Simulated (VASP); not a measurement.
# MoRu (P-6m2) in VASP: single point with LDA

Aim: the single point of MoRu with LDA.

All numbers are computed with VASP 6.6.1; they aren't measurements. Logs are shortened: lines on timing, memory, paths and dates and some standing lists are left out, and cuts for length are marked.

## Step 1: The crystal as given

Symmetry: P-6m2, No. 187, hexagonal system. The conventional cell has a = 2.777 Å, b = 2.777 Å, c = 4.464 Å, α = 90.00°, β = 90.00°, γ = 120.00°. Mo (site symmetry -6m2) has 6 Ru at 2.75 Å and 6 Mo at 2.78 Å as nearest neighbours. Around Ru (site symmetry -6m2) lie 6 Mo at 2.75 Å and 6 Ru at 2.78 Å.

The cell comes from a database or a generator and needn't be the stable form of this composition.

## Step 2: Single point, LDA

INCAR

```
SYSTEM = MoRu
ALGO     = Fast           ! electronic algorithm
EDIFF    = 1E-6           ! SCF threshold, eV
ENCUT    = 520            ! plane-wave cutoff, eV
GGA      = CA             ! functional
ISIF     = 2              ! what is computed and relaxed
ISMEAR   = 0              ! smearing method
LASPH    = .True.         ! aspherical terms in the spheres
LCHARG   = .False.        ! write CHGCAR
LREAL    = .False.        ! projectors in reciprocal space
LWAVE    = .False.        ! write WAVECAR
NBANDS   = 21             ! bands
NELM     = 100            ! most SCF steps
PREC     = Accurate       ! precision mode
SIGMA    = 0.15           ! smearing width, eV
```

KPOINTS

```
k-points
0
Gamma
  21 21 12
  0 0 0
```

POSCAR

```
MoRu
1.0
    2.7774147960      0.0000000000      0.0000000000
   -1.3887073980      2.4053117702      0.0000000000
    0.0000000000      0.0000000000      4.4637070000
Mo Ru
1 1
Direct
    0.6666666667      0.3333333333      0.0000000000
    0.3333333333      0.6666666667      0.5000000000
```

Potentials or basis: VASP PAW LDA potentials, release 64 (Mo_sv, Ru_pv).

Launch:

```
cat potpaw_LDA.64/Mo_sv/POTCAR potpaw_LDA.64/Ru_pv/POTCAR > POTCAR
mpirun -np 1 vasp_std > vasp.out
```

OUTCAR:

```text
SYSTEM = MoRu
   EDIFF = 1E-6
   ENCUT = 520
   GGA = CA
   ISIF = 2
   ISMEAR = 0
   LASPH = .True.
   LREAL = .False.
   NELM = 100
   PREC = Accurate

 ion  position               nearest neighbor table
   1  0.667  0.333  0.000-   2 2.75   2 2.75   2 2.75   2 2.75   2 2.75   2 2.75
   2  0.333  0.667  0.500-   1 2.75   1 2.75   1 2.75   1 2.75   1 2.75   1 2.75

  LATTYP: Found a hexagonal cell.
 ALAT       =     2.7774147960
 C/A-ratio  =     1.6071445311

  Lattice vectors:

 A1 = (   2.7774147960,   0.0000000000,   0.0000000000)
 A2 = (  -1.3887073980,   2.4053117702,   0.0000000000)
 A3 = (   0.0000000000,   0.0000000000,   4.4637070000)

Analysis of symmetry for initial positions (statically):
=====================================================================
 Subroutine PRICEL returns:
 Original cell was already a primitive cell.

 Routine SETGRP: Setting up the symmetry group for a
 hexagonal supercell.

 Subroutine GETGRP returns: Found 12 space group operations
 (whereof 12 operations were pure point group operations)
 out of a pool of 24 trial point group operations.

The static configuration has the point symmetry D_3h.

Analysis of symmetry for dynamics (positions and initial velocities):
=====================================================================
 Subroutine PRICEL returns:
 Original cell was already a primitive cell.

 Routine SETGRP: Setting up the symmetry group for a
 hexagonal supercell.

 Subroutine GETGRP returns: Found 12 space group operations
 (whereof 12 operations were pure point group operations)
 out of a pool of 24 trial point group operations.

The dynamic configuration has the point symmetry D_3h.

 Subroutine INISYM returns: Found 12 space group operations
 (whereof 12 operations are pure point group operations),
 and found     1 'primitive' translations

----------------------------------------------------------------------------------------

                                     Primitive cell

  volume of cell :      29.8200

  direct lattice vectors                    reciprocal lattice vectors
     2.777414796  0.000000000  0.000000000     0.360047049  0.207873260  0.000000000
    -1.388707398  2.405311770  0.000000000     0.000000000  0.415746521  0.000000000
     0.000000000  0.000000000  4.463707000     0.000000000  0.000000000  0.224029041

  length of vectors
     2.777414796  2.777414796  4.463707000     0.415746521  0.415746521  0.224029041

[... 79 lines left out ...]
   NELM   =    100;   NELMIN=  2; NELMDL= -5     # of ELM steps
   EDIFF  = 0.1E-05   stopping-criterion for ELM
   LREAL  =      F    real-space projection
   EDIFFG = 0.1E-04   stopping-criterion for IOM
   NSW    =      0    number of steps for IOM
   IBRION =     -1    ionic relax: 0-MD 1-quasi-New 2-CG
   NFREE  =      0    steps in history (QN), initial steepest desc. (CG)
   ISIF   =      2    stress and relaxation
   ISYM   =      2    0-nonsym 1-usesym 2-fastsym
   POTIM  = 0.5000    time-step for ionic-motion
   TEBEG  =    0.0;   TEEND  =   0.0 temperature during run
   PSTRESS=    0.0 pullay stress
   NELECT =      28.0000    total number of electrons
   NUPDOWN=      -1.0000    fix difference up-down
   EMIN   =  10.00;   EMAX   =-10.00  energy-range for DOS
   EFERMI =   0.00;   METHOD = LEGACY
   ISMEAR =     0;   SIGMA  =   0.15  broadening in eV -4-tet -1-fermi 0-gaus
   EFERMI_NEDOS =   21; number of points for ismear=-14 and -15
   IALGO  =     68    algorithm
   IMIX   =      4    mixing-type and parameters
     AMIX     =   0.40;   BMIX     =  1.00
     AMIX_MAG =   1.60;   BMIX_MAG =  1.00
  volume/ion in A,a.u.               =      14.91       100.62
  Fermi-wavevector in a.u.,A,eV,Ry     =   1.603091  3.029403 34.965633  2.569902
  Thomas-Fermi vector in A             =   2.699809
   LORBIT       =      0    0 simple, 1 ext, 2 COOP (PROOUT), +10 PAW based schemes
   GGA     = CA    functional components
   LHFCALC =     F    Hartree Fock is set to
   AEXX    =    0.0000 exact exchange contribution
   IVDW    =     0    specifies the selected vdW correction
   LEPSILON=     F    determine dielectric tensor
   LRPA    =     F    only Hartree local field effects (RPA)
 non-spin polarized calculation
 RMM-DIIS sequential band-by-band and
 Gauss-broadening in eV      SIGMA  =   0.15
  energy-cutoff  :      520.00
  volume of cell :       29.82
 maximum number of plane-waves:       817
 NGX is ok and might be reduce to    24
   NGX = 11   NGY = 11   NGZ = 17

 number of electron      27.9999998 magnetization

 Free energy of the ion-electron system (eV)
  ---------------------------------------------------
  ext. energy  EPLUGINS =         0.00000000
  ---------------------------------------------------
  free energy    TOTEN  =       -22.62520630 eV

  energy without entropy =      -22.60419566  energy(sigma->0) =      -22.61470098

 E-fermi :  11.8320     XC(G=0): -13.8343

 val. band max:       11.8279916125   @ k =   0.2857   0.2381   0.5000
 cond. band min:      11.8345544779   @ k =   0.3333   0.3333   0.1667
 fundamental gap:      0.0065628654
 Fermi energy:        11.8320128820

 k-point     1 :       0.0000    0.0000    0.0000
  band No.  band energies     occupation
      1     -48.5797      2.00000
      2     -30.4780      2.00000
      3     -30.1769      2.00000
      4     -30.1769      2.00000
      5     -22.8587      2.00000
      6     -22.1704      2.00000
[... 565 lines left out ...]
     20      22.0834      0.00000
     21      22.3961      0.00000

 [... further k-points ...]

------------------------ aborting loop because EDIFF is reached ----------------------------------------

  FORCE on cell =-STRESS in cart. coord.  units (eV):
  Direction    XX          YY          ZZ          XY          YZ          ZX
  --------------------------------------------------------------------------------------
  -------------------------------------------------------------------------------------
  Total       -2.8216796     -2.8216796     -3.0855516      0.0000000      0.0000000     -0.0000000
  in kB     -151.6039353   -151.6039353   -165.7813230      0.0000000      0.0000000     -0.0000000
  external PRESSURE =    -156.3297312 kB  Pullay stress =       0.0000000 kB

 VOLUME and BASIS-vectors are now :
 -----------------------------------------------------------------------------
  energy-cutoff  :      520.00
  volume of cell :       29.82
      direct lattice vectors                 reciprocal lattice vectors
     2.777414796  0.000000000  0.000000000     0.360047049  0.207873260  0.000000000
    -1.388707398  2.405311770  0.000000000     0.000000000  0.415746521  0.000000000
     0.000000000  0.000000000  4.463707000     0.000000000  0.000000000  0.224029041

 POSITION                                       TOTAL-FORCE (eV/Angst)
 -----------------------------------------------------------------------------------
      1.38871      0.80177      0.00000         0.000000      0.000000      0.000000
     -0.00000      1.60354      2.23185        -0.000000     -0.000000      0.000000
 -----------------------------------------------------------------------------------
    total drift:                               -0.000000      0.000000      0.000000

  FREE ENERGIE OF THE ION-ELECTRON SYSTEM (eV)
  ---------------------------------------------------
  free  energy   TOTEN  =       -22.6252062967 eV

  energy  without entropy=      -22.6041956576  energy(sigma->0) =      -22.61470098
```

stdout:

```text
POSCAR found type information on POSCAR MoRu
 POSCAR found :  2 types and       2 ions
 scaLAPACK will be used
 LDA part: xc-table for (Slater(with rela. corr.)+CA(PZ))
 , standard interpolation
 POSCAR, INCAR and KPOINTS ok, starting setup
 FFT: planning ... GRIDC
 FFT: planning ... GRID_SOFT
 FFT: planning ... GRID
 WAVECAR not read
 entering main loop
```

Wall time 3.7 min (1 thread of AMD EPYC 7R13 (Zen 3), shared host); peak memory 0.28 GiB.

Results:

| Item | Value |
| --- | --- |
| Free energy | -22.6252 eV |
| Pressure | -15.6 GPa |
| Band gap on the k mesh | none (metal or under the smearing width) |

Caveat: so large a pressure means that the cell lies far from this level's equilibrium, or that cutoff or potentials fall short.
